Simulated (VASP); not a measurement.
# RuB (relaxed from the zinc blende structure, space group F-43m): computed properties

Level of theory: PBEsol GGA, VASP's PBE PAW potentials (set 64) (plane waves; VASP).

```yaml
space_group: F-43m (216)
cell: a = b = c = 4.6304 Å, α = β = γ = 90.00°
volume_per_atom: 12.41 Å³/atom
band gap (over mesh and band path): none (metal, semimetal or under 0.01 eV)
density: 7.49 g/cm³
```

```yaml
crystal:
  lattice:
    - [0.00000, 2.31518, 2.31518]
    - [2.31518, 0.00000, 2.31518]
    - [2.31518, 2.31518, 0.00000]
  atoms:
    - { symbol: Ru, position: [0.00000, 0.00000, 0.00000] }
    - { symbol: B, position: [0.25000, 0.25000, 0.25000] }
```

The structure was generated: RuB was put into the zinc blende type (F-43m), which need not be its known phase. It was relaxed first, which changed the volume by -34 %. Symmetry was kept, so distortions that lower it aren't found. The electron count is odd and the run is not spin-polarised, which forces a metal.
